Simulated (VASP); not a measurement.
Computed with G0W0 on PBE orbitals, VASP's PBE PAW potentials (set 64) (plane waves; VASP).

VASP input:

### INCAR
```
PREC=Normal
ALGO=EVGW0
LCHARG=F
ISMEAR=0
NBANDS=128
ENCUT=500
LWAVE=T
ENCUTGW=180
LREAL=F   ! projection in real space or not
NBANDSGW=14
SIGMA=0.01
LASPH=T
SYSTEM=SiC
GGA=PE
NELMGW=1
NOMEGA=64
LSPECTRALGW=T
```

KPOINTS:
```
Regular mesh
0
G
6 6 6
```

POSCAR:
```
SiC
1
    0.0000000000     2.1800000000     2.1800000000
    2.1800000000     0.0000000000     2.1800000000
    2.1800000000     2.1800000000     0.0000000000
Si C
1 1
Direct
  0.0000000000   0.0000000000   0.0000000000
  0.2500000000   0.2500000000   0.2500000000
```

POTCAR, in this order: Si_GW C_GW_new (PBE.64 set). Program: vasp_std. Read from the step before: W*.

Output of the run:

OSZICAR:
```
energies w=
    0.000    0.000    0.608    0.000    1.215    0.000    1.819    0.000
    2.419    0.000    3.014    0.000    3.602    0.000    4.184    0.000
    4.759    0.000    5.326    0.000    5.885    0.000    6.437    0.000
    6.981    0.000    7.517    0.000    8.047    0.000    8.570    0.000
    9.089    0.000    9.602    0.000   10.112    0.000   10.619    0.000
   11.123    0.000   11.628    0.000   12.132    0.000   12.638    0.000
   13.146    0.000   13.659    0.000   14.177    0.000   14.702    0.000
   15.236    0.000   15.779    0.000   16.335    0.000   16.906    0.000
   17.492    0.000   18.098    0.000   18.726    0.000   19.378    0.000
   20.059    0.000   20.773    0.000   21.523    0.000   22.315    0.000
   23.156    0.000   24.052    0.000   25.011    0.000   26.043    0.000
   27.161    0.000   28.377    0.000   29.709    0.000   31.176    0.000
   32.805    0.000   34.627    0.000   36.682    0.000   39.022    0.000
   41.713    0.000   44.844    0.000   48.536    0.000   52.956    0.000
   58.345    0.000   65.058    0.000   73.649    0.000   85.021    0.000
  100.768    0.000  123.974    0.000  161.503    0.000  232.343    0.000
NQ=   1    0.0000    0.0000    0.0000,
 performed        271000 updates of chi_q(r,r)
NQ=   2    0.1667    0.0000    0.0000,
 performed        786000 updates of chi_q(r,r)
NQ=   3    0.3333    0.0000    0.0000,
 performed       1301000 updates of chi_q(r,r)
NQ=   4    0.5000    0.0000    0.0000,
 performed       1730000 updates of chi_q(r,r)
NQ=   5    0.1667    0.1667    0.0000,
 performed       2245000 updates of chi_q(r,r)
NQ=   6    0.3333    0.1667    0.0000,
 performed       3068000 updates of chi_q(r,r)
NQ=   7    0.5000    0.1667    0.0000,
 performed       3891000 updates of chi_q(r,r)
NQ=   8   -0.3333    0.1667    0.0000,
 performed       4714000 updates of chi_q(r,r)
NQ=   9   -0.1667    0.1667    0.0000,
 performed       5422000 updates of chi_q(r,r)
NQ=  10    0.3333    0.3333    0.0000,
 performed       5937000 updates of chi_q(r,r)
NQ=  11    0.5000    0.3333    0.0000,
 performed       6760000 updates of chi_q(r,r)
NQ=  12   -0.3333    0.3333    0.0000,
 performed       7468000 updates of chi_q(r,r)
NQ=  13    0.5000    0.5000    0.0000,
 performed       7847000 updates of chi_q(r,r)
NQ=  14    0.5000    0.3333    0.1667,
 performed       8778000 updates of chi_q(r,r)
NQ=  15   -0.3333    0.3333    0.1667,
 performed       9651000 updates of chi_q(r,r)
NQ=  16   -0.3333    0.5000    0.1667,
 performed      10363000 updates of chi_q(r,r)
 resolving degeneracies of screened two electron integrals
```

**OUTCAR**
```


 k-point   1 :       0.0000    0.0000    0.0000
  band No.  KS-energies  QP-energies   sigma(KS)   V_xc(KS)     V^pw_x(r,r')   Z            occupation Imag(sigma)

      1      -6.8377      -7.9300     -14.2438     -12.7270     -21.6790       0.7202       2.0000       1.3677
      2       8.5636       7.8555     -15.7039     -14.8023     -17.4198       0.7854       2.0000       0.0534
      3       8.5636       7.8555     -15.7039     -14.8023     -17.4198       0.7854       2.0000       0.0534
      4       8.5636       7.8555     -15.7039     -14.8023     -17.4198       0.7854       2.0000       0.0534
      5      14.7811      15.1957     -12.6377     -13.1706      -7.3897       0.7780       0.0000      -0.0890
      6      15.8461      16.3432     -10.9109     -11.5387      -5.7591       0.7919       0.0000      -0.0867
      7      15.8461      16.3432     -10.9109     -11.5387      -5.7591       0.7919       0.0000      -0.0867
      8      15.8461      16.3432     -10.9109     -11.5387      -5.7591       0.7919       0.0000      -0.0867
      9      23.0383      23.5948     -10.7089     -11.4199      -4.5111       0.7828       0.0000      -0.2689
     10      23.0383      23.5948     -10.7089     -11.4199      -4.5111       0.7828       0.0000      -0.2689
     11      24.9984      25.1852      -9.5456      -9.7872      -2.9119       0.7732       0.0000      -0.4141
     12      25.8120      26.0034     -10.0120     -10.2580      -2.9582       0.7781       0.0000      -0.6726
     13      25.8120      26.0034     -10.0120     -10.2580      -2.9582       0.7781       0.0000      -0.6726
     14      25.8120      26.0034     -10.0120     -10.2580      -2.9582       0.7781       0.0000      -0.6726

 k-point   2 :       0.1667    0.0000    0.0000
  band No.  KS-energies  QP-energies   sigma(KS)   V_xc(KS)     V^pw_x(r,r')   Z            occupation Imag(sigma)

      1      -6.2989      -7.3775     -14.3001     -12.8038     -21.5752       0.7208       2.0000       1.2822
      2       6.1913       5.3440     -14.9714     -13.8731     -17.3309       0.7715       2.0000       0.0754
      3       8.2333       7.5015     -15.5656     -14.6340     -17.3556       0.7855       2.0000       0.0552
      4       8.2333       7.5015     -15.5656     -14.6340     -17.3556       0.7855       2.0000       0.0552
      5      14.8861      15.3135     -11.6817     -12.2232      -6.5856       0.7892       0.0000      -0.0838
      6      16.3644      16.8792     -11.0187     -11.6725      -5.6893       0.7874       0.0000      -0.0975
      7      16.3644      16.8792     -11.0187     -11.6725      -5.6893       0.7874       0.0000      -0.0975
      8      16.8987      17.4362     -12.3930     -13.0896      -6.7690       0.7717       0.0000      -0.1206
      9      21.5157      21.9626     -10.3196     -10.8869      -4.3268       0.7878       0.0000      -0.2405
     10      21.5157      21.9626     -10.3196     -10.8869      -4.3268       0.7878       0.0000      -0.2405
     11      24.2073      24.3135      -9.5053      -9.6405      -2.8390       0.7848       0.0000      -0.4877
     12      27.5104      27.8193     -10.2146     -10.6145      -3.0912       0.7724       0.0000      -0.6515
     13      29.1030      29.4484     -10.5955     -11.0412      -3.0701       0.7750       0.0000      -0.9011
     14      29.1030      29.4484     -10.5955     -11.0412      -3.0701       0.7750       0.0000      -0.9011

 k-point   3 :       0.3333    0.0000    0.0000
  band No.  KS-energies  QP-energies   sigma(KS)   V_xc(KS)     V^pw_x(r,r')   Z            occupation Imag(sigma)

      1      -4.7736      -5.8197     -14.5399     -13.1048     -21.3798       0.7289       2.0000       1.0600
      2       2.3876       1.4331     -14.2059     -12.9163     -17.9594       0.7401       2.0000       0.1995
      3       7.7190       6.9500     -15.4459     -14.4631     -17.3895       0.7825       2.0000       0.0590
      4       7.7190       6.9500     -15.4459     -14.4631     -17.3895       0.7825       2.0000       0.0590
      5      14.2267      14.6463     -11.6139     -12.1415      -6.7065       0.7952       0.0000      -0.0747
      6      16.1860      16.6644     -10.6892     -11.2933      -5.4201       0.7918       0.0000      -0.0962
      7      16.1860      16.6644     -10.6892     -11.2933      -5.4201       0.7918       0.0000      -0.0962
      8      18.4709      18.9496     -12.0147     -12.6464      -5.6995       0.7579       0.0000      -0.2019
      9      22.8166      23.2722     -10.7328     -11.3199      -4.2377       0.7760       0.0000      -0.3392
     10      22.8166      23.2722     -10.7328     -11.3199      -4.2377       0.7760       0.0000      -0.3392
     11      23.8021      24.0143     -10.2428     -10.5166      -3.5546       0.7749       0.0000      -0.4092
     12      31.1926      31.6237     -11.1894     -11.7654      -3.1868       0.7484       0.0000      -0.9752
     13      31.7468      32.2298     -11.5520     -12.1892      -3.3453       0.7580       0.0000      -1.1518
     14      31.7468      32.2298     -11.5520     -12.1892      -3.3453       0.7580       0.0000      -1.1518

 k-point   4 :       0.5000    0.0000    0.0000
  band No.  KS-energies  QP-energies   sigma(KS)   V_xc(KS)     V^pw_x(r,r')   Z            occupation Imag(sigma)

      1      -3.2744      -4.2756     -15.1476     -13.7757     -21.6725       0.7298       2.0000       0.8747
      2       0.0281      -0.9686     -13.4052     -12.0511     -17.8966       0.7360       2.0000       0.3679
      3       7.5105       6.7259     -15.4254     -14.4214     -17.4383       0.7815       2.0000       0.0606
      4       7.5105       6.7259     -15.4254     -14.4214     -17.4383       0.7815       2.0000       0.0606
      5      13.9733      14.3918     -11.6772     -12.2027      -6.8294       0.7962       0.0000      -0.0720
      6      15.7709      16.2242     -10.5135     -11.0832      -5.3647       0.7956       0.0000      -0.0893
      7      15.7709      16.2242     -10.5135     -11.0832      -5.3647       0.7956       0.0000      -0.0893
      8      18.6089      18.9894     -11.3098     -11.8123      -4.9353       0.7570       0.0000      -0.2181
      9      24.7407      25.0582     -11.0617     -11.4800      -3.9468       0.7589       0.0000      -0.4479
     10      25.7513      26.1544     -11.0369     -11.5718      -3.5238       0.7537       0.0000      -0.5963
     11      25.7513      26.1544     -11.0369     -11.5718      -3.5238       0.7537       0.0000      -0.5963
     12      28.8636      29.4084     -11.4869     -12.1958      -4.2818       0.7685       0.0000      -0.7501
     13      28.8636      29.4084     -11.4869     -12.1958      -4.2818       0.7685       0.0000      -0.7501
     14      31.0539      31.5265     -11.8191     -12.4509      -3.7606       0.7479       0.0000      -1.0139

 k-point   5 :       0.1667    0.1667    0.0000
  band No.  KS-energies  QP-energies   sigma(KS)   V_xc(KS)     V^pw_x(r,r')   Z            occupation Imag(sigma)

      1      -6.1188      -7.1859     -14.3162     -12.8288     -21.5391       0.7174       2.0000       1.2486
      2       6.7671       5.9560     -15.4364     -14.3884     -17.6558       0.7739       2.0000       0.0689
      3       7.4549       6.6680     -15.1857     -14.1800     -17.1654       0.7825       2.0000       0.0609
      4       7.4549       6.6680     -15.1857     -14.1800     -17.1654       0.7825       2.0000       0.0609
      5      14.0851      14.4533     -10.6751     -11.1358      -5.8355       0.7993       0.0000      -0.0754
      6      15.8898      16.4046     -12.1620     -12.8223      -6.8068       0.7797       0.0000      -0.0984
      7      17.5816      18.1426     -11.4787     -12.2006      -5.8275       0.7770       0.0000      -0.1222
      8      17.5816      18.1426     -11.4787     -12.2006      -5.8275       0.7770       0.0000      -0.1222
      9      19.3859      19.7733     -10.7087     -11.2021      -4.9396       0.7851       0.0000      -0.1728
     10      23.8482      24.3979     -10.7126     -11.4143      -4.3234       0.7833       0.0000      -0.3337
     11      27.2574      27.4862     -10.1065     -10.3995      -2.9109       0.7809       0.0000      -0.7741
     12      27.2574      27.4862     -10.1065     -10.3995      -2.9109       0.7809       0.0000      -0.7741
     13      27.5795      27.8290      -9.8390     -10.1618      -2.8189       0.7728       0.0000      -0.6015
     14      28.7972      29.0962     -10.4309     -10.8192      -3.1006       0.7700       0.0000      -0.8187

 k-point   6 :       0.3333    0.1667    0.0000
  band No.  KS-energies  QP-energies   sigma(KS)   V_xc(KS)     V^pw_x(r,r')   Z            occupation Imag(sigma)

      1      -4.9123      -5.9606     -14.4884     -13.0474     -21.3583       0.7275       2.0000       1.0746
      2       3.7859       2.8571     -14.6648     -13.4246     -17.9236       0.7490       2.0000       0.1328
      3       6.7637       5.9488     -15.0422     -13.9933     -17.1833       0.7769       2.0000       0.0669
      4       6.8206       5.9923     -15.0323     -13.9679     -17.2015       0.7783       2.0000       0.0666
      5      13.4605      13.8005     -10.6903     -11.1150      -5.9425       0.8003       0.0000      -0.0724
      6      16.1275      16.6287     -11.4855     -12.1214      -6.2384       0.7882       0.0000      -0.0944
      7      17.5311      18.0231     -11.4686     -12.1004      -5.8147       0.7785       0.0000      -0.1247
      8      18.1977      18.7490     -11.3656     -12.0778      -5.5292       0.7741       0.0000      -0.1443
      9      21.1916      21.6998     -11.8443     -12.5132      -5.1569       0.7597       0.0000      -0.2934
     10      24.6578      25.1432     -10.7839     -11.4096      -4.0080       0.7758       0.0000      -0.4454
     11      26.3382      26.5639     -10.0523     -10.3418      -3.1188       0.7797       0.0000      -0.6082
     12      30.3059      30.7197     -10.9969     -11.5392      -3.2050       0.7629       0.0000      -1.0061
     13      30.6617      31.0555     -10.8931     -11.4159      -3.0993       0.7532       0.0000      -0.9279
     14      33.1647      33.5422     -10.9439     -11.4396      -2.8076       0.7616       0.0000      -1.2358

...
```
(Selected blocks of OUTCAR.)

The mesh is coarse and the basis finite, so the quasiparticle values are not converged.

The compound is SiC in the zinc blende structure. The cell was not relaxed at this level.
